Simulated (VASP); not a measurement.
Calculation: TPSS meta-GGA, VASP's PBE PAW potentials (set 64) (plane waves; VASP 6.6.1).

The input files of a VASP run:

File POSCAR:
```
SnSe2
1
    1.8867989064    -3.2680317836     0.0000000000
    1.8867989064     3.2680317836     0.0000000000
    0.0000000000     0.0000000000     7.2591932304
Sn Se
1 2
Direct
  0.0000000000   0.0000000000   0.0000000000
  0.3333330000   0.6666670000   0.2147096900
  0.6666670000   0.3333330000   0.7852903100
```

KPOINTS:
```
Automatic mesh
0
Gamma
7 7 3
0 0 0
```

**INCAR**
```
ALGO = Normal
EDIFF = 1E-7
EDIFFG = -0.01
ENCUT = 520
IBRION = 2
ISIF = 4
ISMEAR = 0
LASPH = .TRUE.
LCHARG = .FALSE.
LMAXMIX = 4
LMIXTAU = .TRUE.
LREAL = .FALSE.
LWAVE = .FALSE.
METAGGA = TPSS
NELM = 100
NSW = 30
PREC = Accurate
SIGMA = 0.05
SYSTEM = SnSe2
```

POTCAR, in this order: Sn_d Se (PBE.64 set). Program: vasp_std.

What VASP printed:

File OUTCAR:
```
 ion  position               nearest neighbor table
   1  0.000  0.000  0.000-   2 2.68   3 2.68   3 2.68   2 2.68   3 2.68   2 2.68
   2  0.333  0.667  0.215-   1 2.68   1 2.68   1 2.68
   3  0.667  0.333  0.785-   1 2.68   1 2.68   1 2.68
  LATTYP: Found a hexagonal cell.
 ALAT       =     3.7735979982
 C/A-ratio  =     1.9236795318
 Subroutine PRICEL returns:
 Original cell was already a primitive cell.
 Subroutine GETGRP returns: Found 12 space group operations
The static configuration has the point symmetry D_3d.
The dynamic configuration has the point symmetry D_3d.
 Subroutine INISYM returns: Found 12 space group operations
 Subroutine IBZKPT returns following result:
 Found     20 irreducible k-points:

 Following reciprocal coordinates:
            Coordinates               Weight
  0.000000  0.000000  0.000000      1.000000
  0.142857  0.000000  0.000000      6.000000
  0.285714  0.000000  0.000000      6.000000
  0.428571  0.000000  0.000000      6.000000
  0.142857  0.142857  0.000000      6.000000
  0.285714  0.142857  0.000000     12.000000
  0.428571  0.142857  0.000000      6.000000
  0.285714  0.285714  0.000000      6.000000
  0.000000  0.000000  0.333333      2.000000
  0.142857  0.000000  0.333333      6.000000
  0.000000  0.142857  0.333333      6.000000
  0.285714  0.000000  0.333333      6.000000
  0.000000  0.285714  0.333333      6.000000
  0.428571  0.000000  0.333333      6.000000
  0.000000  0.428571  0.333333      6.000000
  0.142857  0.142857  0.333333     12.000000
  0.285714  0.142857  0.333333     12.000000
 -0.142857  0.428571  0.333333     12.000000
  0.428571  0.142857  0.333333     12.000000
  0.285714  0.285714  0.333333     12.000000
   k-points           NKPTS =     20   k-points in BZ     NKDIM =     20   number of bands    NBANDS=     17
   number of dos      NEDOS =    301   number of ions     NIONS =      3
   total plane-waves  NPLWV =  42336
   dimension x,y,z NGX =    28 NGY =   28 NGZ =   54
   dimension x,y,z NGXF=    56 NGYF=   56 NGZF=  108
   ions per type =               1   2
   PREC   = accura    normal or accurate (medium, high low for compatibility)
   ISTART =      0    job   : 0-new  1-cont  2-samecut
   ICHARG =      2    charge: 1-file 2-atom 10-const
   ISPIN  =      1    spin polarized calculation?
   LNONCOLLINEAR =      F non collinear calculations
   LSORBIT =      F    spin-orbit coupling
   INIWAV =      1    electr: 0-lowe 1-rand  2-diag
   ENCUT  =  520.0 eV  38.22 Ry    6.18 a.u.   7.02  7.02 13.50*2*pi/ulx,y,z
   NELM   =    100;   NELMIN=  2; NELMDL= -5     # of ELM steps
   EDIFF  = 0.1E-06   stopping-criterion for ELM
   LREAL  =      F    real-space projection
   NLSPLINE    = F    spline interpolate recip. space projectors
   LMAXMIX     =    4 max onsite mixed and CHGCAR
   VOSKOWN=      0    Vosko Wilk Nusair interpolation
   EDIFFG = -.1E-01   stopping-criterion for IOM
   NSW    =     30    number of steps for IOM
   NBLOCK =      1;   KBLOCK =     30    inner block; outer block
   IBRION =      2    ionic relax: 0-MD 1-quasi-New 2-CG
   NFREE  =      1    steps in history (QN), initial steepest desc. (CG)
   ISIF   =      4    stress and relaxation
   ISYM   =      2    0-nonsym 1-usesym 2-fastsym
   TEIN   =    0.0    initial temperature
   TEBEG  =    0.0;   TEEND  =   0.0 temperature during run
   SMASS  =  -3.00    Nose mass-parameter (am)
   PSTRESS=    0.0 pullay stress
   NELECT =      26.0000    total number of electrons
   EFERMI =   0.00;   METHOD = LEGACY
   ISMEAR =     0;   SIGMA  =   0.05  broadening in eV -4-tet -1-fermi 0-gaus
   IALGO  =     38    algorithm
   LDIAG  =      T    sub-space diagonalisation (order eigenvalues)
   IMIX   =      4    mixing-type and parameters
...
```

OSZICAR:
```
       N       E                     dE             d eps       ncg     rms          rms(c)
DAV:   1     0.175027439172E+03    0.17503E+03   -0.12914E+04   681   0.167E+03
DAV:   2    -0.138178067882E+02   -0.18885E+03   -0.18605E+03   729   0.385E+02
DAV:   3    -0.355713018926E+02   -0.21753E+02   -0.21507E+02   898   0.130E+02
DAV:   4    -0.361568717045E+02   -0.58557E+00   -0.58513E+00   811   0.229E+01
DAV:   5    -0.361655087389E+02   -0.86370E-02   -0.86360E-02   935   0.294E+00    0.863E+00
DAV:   6    -0.388214601727E+02   -0.26560E+01   -0.72599E+00   680   0.381E+01    0.271E+00
DAV:   7    -0.363883858844E+02    0.24331E+01   -0.28311E+00   846   0.138E+01    0.154E+00
DAV:   8    -0.363593999160E+02    0.28986E-01   -0.26268E-01   799   0.591E+00    0.129E+00
DAV:   9    -0.363630066603E+02   -0.36067E-02   -0.48422E-01   713   0.551E+00    0.652E-01
DAV:  10    -0.363419298443E+02    0.21077E-01   -0.31784E-01   704   0.506E+00    0.493E-01
DAV:  11    -0.364181156704E+02   -0.76186E-01   -0.36446E-02   700   0.215E+00    0.134E-01
DAV:  12    -0.364187489389E+02   -0.63327E-03   -0.21316E-03   849   0.449E-01    0.435E-02
DAV:  13    -0.364188079654E+02   -0.59027E-04   -0.11810E-03   736   0.432E-01    0.375E-02
DAV:  14    -0.364193961541E+02   -0.58819E-03   -0.47315E-04   825   0.272E-01    0.169E-02
DAV:  15    -0.364194396763E+02   -0.43522E-04   -0.14089E-04   816   0.128E-01    0.776E-03
DAV:  16    -0.364194919571E+02   -0.52281E-04   -0.15753E-05   845   0.468E-02    0.521E-03
DAV:  17    -0.364194979719E+02   -0.60148E-05   -0.54431E-06   711   0.250E-02    0.291E-03
DAV:  18    -0.364194997597E+02   -0.17878E-05   -0.10863E-06   951   0.103E-02    0.169E-03
DAV:  19    -0.364194998465E+02   -0.86810E-07   -0.48910E-07   707   0.571E-03
   1 F= -.36419500E+02 E0= -.36419500E+02  d E =-.364195E+02
       N       E                     dE             d eps       ncg     rms          rms(c)
DAV:   1    -0.364369639060E+02   -0.17464E-01   -0.17587E+00   684   0.629E+00    0.397E-01
DAV:   2    -0.364458241962E+02   -0.88603E-02   -0.87378E-02   897   0.163E+00    0.154E-01
DAV:   3    -0.364477696012E+02   -0.19454E-02   -0.15279E-03   781   0.339E-01    0.117E-01
DAV:   4    -0.364478692796E+02   -0.99678E-04   -0.46297E-04   863   0.155E-01    0.523E-02
DAV:   5    -0.364478248923E+02    0.44387E-04   -0.18504E-04   694   0.120E-01    0.112E-02
DAV:   6    -0.364478800174E+02   -0.55125E-04   -0.12436E-04   686   0.914E-02    0.104E-02
DAV:   7    -0.364479078370E+02   -0.27820E-04   -0.10572E-05   772   0.260E-02    0.663E-03
DAV:   8    -0.364479094744E+02   -0.16374E-05   -0.22939E-06   758   0.108E-02    0.263E-03
DAV:   9    -0.364479096299E+02   -0.15547E-06   -0.22381E-07   729   0.491E-03    0.586E-04
DAV:  10    -0.364479098095E+02   -0.17963E-06   -0.67717E-08   422   0.333E-03    0.315E-04
DAV:  11    -0.364479097934E+02    0.16071E-07   -0.15156E-08   361   0.149E-03
   2 F= -.36447910E+02 E0= -.36447910E+02  d E =-.284099E-01
       N       E                     dE             d eps       ncg     rms          rms(c)
DAV:   1    -0.364433947902E+02    0.45150E-02   -0.24792E+00   681   0.745E+00    0.463E-01
DAV:   2    -0.364559355174E+02   -0.12541E-01   -0.12189E-01   903   0.191E+00    0.182E-01
DAV:   3    -0.364585410308E+02   -0.26055E-02   -0.22350E-03   773   0.406E-01    0.137E-01
DAV:   4    -0.364586881928E+02   -0.14716E-03   -0.62426E-04   870   0.179E-01    0.628E-02
DAV:   5    -0.364586202461E+02    0.67947E-04   -0.26572E-04   694   0.146E-01    0.129E-02
DAV:   6    -0.364587067357E+02   -0.86490E-04   -0.18422E-04   686   0.111E-01    0.123E-02
DAV:   7    -0.364587466023E+02   -0.39867E-04   -0.15622E-05   738   0.309E-02    0.765E-03
DAV:   8    -0.364587491226E+02   -0.25203E-05   -0.32168E-06   799   0.130E-02    0.312E-03
DAV:   9    -0.364587492405E+02   -0.11786E-06   -0.30290E-07   765   0.582E-03    0.720E-04
DAV:  10    -0.364587495302E+02   -0.28973E-06   -0.11260E-07   511   0.387E-03    0.402E-04
DAV:  11    -0.364587495060E+02    0.24147E-07   -0.19219E-08   359   0.146E-03
   3 F= -.36458750E+02 E0= -.36458750E+02  d E =-.392497E-01
       N       E                     dE             d eps       ncg     rms          rms(c)
DAV:   1    -0.365220375799E+02   -0.63288E-01   -0.29268E+00   681   0.121E+01    0.129E+00
DAV:   2    -0.364857964768E+02    0.36241E-01   -0.16683E-01   766   0.351E+00    0.720E-01
DAV:   3    -0.364738484248E+02    0.11948E-01   -0.32149E-02   817   0.142E+00    0.308E-01
DAV:   4    -0.364720618683E+02    0.17866E-02   -0.68234E-03   774   0.862E-01    0.814E-02
DAV:   5    -0.364725575569E+02   -0.49569E-03   -0.21348E-03   697   0.444E-01    0.396E-02
DAV:   6    -0.364728830171E+02   -0.32546E-03   -0.92996E-04   681   0.259E-01    0.263E-02
DAV:   7    -0.364730148607E+02   -0.13184E-03   -0.23075E-04   823   0.158E-01    0.709E-03
DAV:   8    -0.364730375711E+02   -0.22710E-04   -0.32025E-05   759   0.584E-02    0.503E-03
DAV:   9    -0.364730457381E+02   -0.81670E-05   -0.26196E-05   735   0.489E-02    0.219E-03
DAV:  10    -0.364730534484E+02   -0.77103E-05   -0.48589E-06   806   0.246E-02    0.993E-04
DAV:  11    -0.364730536671E+02   -0.21868E-06   -0.12070E-06   731   0.115E-02    0.482E-04
DAV:  12    -0.364730540536E+02   -0.38652E-06   -0.31578E-07   718   0.522E-03    0.329E-04
DAV:  13    -0.364730541209E+02   -0.67304E-07   -0.16643E-07   556   0.355E-03
   4 F= -.36473054E+02 E0= -.36473054E+02  d E =-.143046E-01
       N       E                     dE             d eps       ncg     rms          rms(c)
DAV:   1    -0.365379372112E+02   -0.64883E-01   -0.35775E+00   682   0.133E+01    0.142E+00
DAV:   2    -0.364942029630E+02    0.43734E-01   -0.20244E-01   743   0.386E+00    0.797E-01
DAV:   3    -0.364795855900E+02    0.14617E-01   -0.39522E-02   806   0.151E+00    0.338E-01
DAV:   4    -0.364774999067E+02    0.20857E-02   -0.81269E-03   743   0.908E-01    0.926E-02
DAV:   5    -0.364781605274E+02   -0.66062E-03   -0.25133E-03   744   0.486E-01    0.448E-02
DAV:   6    -0.364785132054E+02   -0.35268E-03   -0.11050E-03   682   0.284E-01    0.290E-02
DAV:   7    -0.364786857283E+02   -0.17252E-03   -0.30387E-04   805   0.176E-01    0.788E-03
DAV:   8    -0.364787141671E+02   -0.28439E-04   -0.44764E-05   727   0.676E-02    0.540E-03
DAV:   9    -0.364787254589E+02   -0.11292E-04   -0.30807E-05   769   0.534E-02    0.239E-03
DAV:  10    -0.364787341019E+02   -0.86430E-05   -0.50850E-06   769   0.251E-02    0.112E-03
DAV:  11    -0.364787344418E+02   -0.33997E-06   -0.14997E-06   734   0.121E-02    0.511E-04
DAV:  12    -0.364787348895E+02   -0.44767E-06   -0.40568E-07   752   0.587E-03    0.358E-04
DAV:  13    -0.364787349800E+02   -0.90474E-07   -0.17897E-07   556   0.364E-03
   5 F= -.36478735E+02 E0= -.36478735E+02  d E =-.199855E-01
```

File OUTCAR:
```
------------------------ aborting loop because EDIFF is reached ----------------------------------------
  FORCE on cell =-STRESS in cart. coord.  units (eV):
  Direction    XX          YY          ZZ          XY          YZ          ZX
  --------------------------------------------------------------------------------------
  Total        0.1258679      0.1258679      0.1138957      0.0000000      0.0000000      0.0000000
  in kB        2.2526585      2.2526589      2.0383925      0.0000000      0.0000000      0.0000000
  external PRESSURE =       2.1812366 kB  Pullay stress =       0.0000000 kB
  volume of cell :       89.52
      direct lattice vectors                 reciprocal lattice vectors
     1.922587713 -3.330019892 -0.000000000     0.260066158 -0.150149253 -0.000000000
     1.922587713  3.330019892  0.000000000     0.260066158  0.150149253  0.000000000
     0.000000000 -0.000000000  6.991449969     0.000000000 -0.000000000  0.143031847
 POSITION                                       TOTAL-FORCE (eV/Angst)
 -----------------------------------------------------------------------------------
      0.00000      0.00000      0.00000         0.000000     -0.000000      0.000000
      1.92259      1.11001      1.59326         0.000000     -0.000000      0.009536
      1.92259     -1.11001      5.39819        -0.000000      0.000000     -0.009536
 -----------------------------------------------------------------------------------
    total drift:                                0.000000     -0.000000      0.000000
  FREE ENERGIE OF THE ION-ELECTRON SYSTEM (eV)
  ---------------------------------------------------
  free  energy   TOTEN  =       -36.4787349800 eV

  energy  without entropy=      -36.4787349800  energy(sigma->0) =      -36.47873498

 reached required accuracy - stopping structural energy minimisation
```
(Selected blocks of OUTCAR.)

### CONTCAR
```
SnSe2
   1.00000000000000
     1.9225877131461822   -3.3300198915786572   -0.0000000000000000
     1.9225877131461822    3.3300198915786572    0.0000000000000000
     0.0000000000000000   -0.0000000000000000    6.9914499693431349
  Sn              Se
     1     2
Direct
     0.0000000000000000    0.0000000000000000    0.0000000000000000
     0.3333330000000032    0.6666669999999968    0.2278872706835843
     0.6666669999999968    0.3333330000000032    0.7721127293164158
```

Without a dispersion term in the relaxation, distances and binding between the weakly bound layers, chains or molecules are unreliable, and so is what depends on them.

The compound is SnSe2 in the 1T layered structure. This cell is one point of a volume scan, at 0.94 of the reference volume. Symmetry was kept, so distortions that lower it aren't found.
